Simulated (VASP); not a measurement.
VASP runs on Cu3Sn (space group Fm-3m) share one base input (LDA (Ceperley-Alder, Perdew-Zunger), plane waves, VASP's LDA PAW potentials (set 64)) and change the settings named in each case.

**KPOINTS**
```
Regular mesh
0
gamma
 7 7 7
```

POSCAR:
```
Cu3Sn
1
    0.0000000000     3.3240090000     3.3240090000
    3.3240090000     0.0000000000     3.3240090000
    3.3240090000     3.3240090000     0.0000000000
Sn Cu
1 3
Direct
  0.0000000000   0.0000000000   0.0000000000
  0.5000000000   0.5000000000   0.5000000000
  0.2500000000   0.2500000000   0.2500000000
  0.7500000000   0.7500000000   0.7500000000
```

### INCAR
```
LCHARG = .FALSE.
ISMEAR = -1   # Fermi-Dirac
LWAVE = .FALSE.
LASPH = .TRUE.
PREC = Accurate
LREAL = .FALSE.
SYSTEM = Cu3Sn
ISIF = 2   # forces and stress, cell fixed
EDIFF = 1E-6
ALGO = Normal   # blocked Davidson
NELM = 100   # most electronic steps
ENCUT = 300   # plane-wave cut-off (eV)
SIGMA = 0.1
LMAXMIX = 4
```

POTCAR, in this order: Sn_d Cu (LDA.64 set). Program: vasp_std.

```json
[
 {"change": "base run", "E(σ→0) (eV/atom)": "-4.1806", "pressure (GPa)": "-20.92", "−TS (eV)": "-0.0394"},
 {"change": "GGA = PS, POTCAR Sn_d Cu (PBE.64 set)", "E(σ→0) (eV/atom)": "-3.9348", "pressure (GPa)": "-18.49", "−TS (eV)": "-0.0402"},
 {"change": "GGA_COMPAT = .FALSE., LNONCOLLINEAR = .TRUE., LSORBIT = .TRUE., MAGMOM = 0.0 0.0 0.0 0.0 0.0 0.0 0.0 0.0 0.0 0.0 0.0 0.0, program vasp_ncl", "E(σ→0) (eV/atom)": "-4.1972", "pressure (GPa)": "-20.81", "−TS (eV)": "-0.0394"},
 {"change": "KPOINTS 3×3×3 Γ-centred mesh", "E(σ→0) (eV/atom)": "-4.0916", "pressure (GPa)": "-22.03", "−TS (eV)": "-0.0610"}
]
```
 Energies of different potentials or functionals have different zeros.  Unless said otherwise, spin-orbit coupling is left out, though it shifts the bands of the heavy elements here. At 300 eV the pressure can carry a Pulay error.

Left out are runs that ran out of time, are held back, or changed the cell or the kind of run, fixed moments of cells without a moment, rows past the twelfth, gaps on odd meshes, pressures of charged cells and columns that move by less than the noise.

The structure was generated: Cu3Sn was put into an ordered model structure, which need not be its known phase. The cell was not relaxed at this level.
